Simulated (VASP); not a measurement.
```
CELL_PARAMETERS angstrom
      2.25721    -3.90959     0.00000
      2.25721     3.90959     0.00000
      0.00000     0.00000     6.00235
ATOMIC_POSITIONS crystal
  Te 0.00000 0.26300 0.66667
  Te 0.73700 0.73700 0.00000
  Te 0.26300 0.00000 0.33333
```

The numbers are results of PBE GGA, VASP's PBE PAW potentials (set 64) (plane waves; VASP 6.6.1), not measurements. Numerical set-up: 300 eV cut-off, 5×5×3 Γ-centred mesh, Fermi-Dirac smearing of 0.050 eV, potentials Te.

### Question
Estimate the energy per atom (σ→0), largest force.

### Answer

```json
{
  "energy per atom (σ→0)": "-303.0 kJ/mol-atom",
  "largest_force": "0.00485 Ry/bohr"
}
```

Only differences to runs with the same potentials and settings are physical.

The structure is a typed Te crystal (P3_121). The cell was not relaxed at this level.
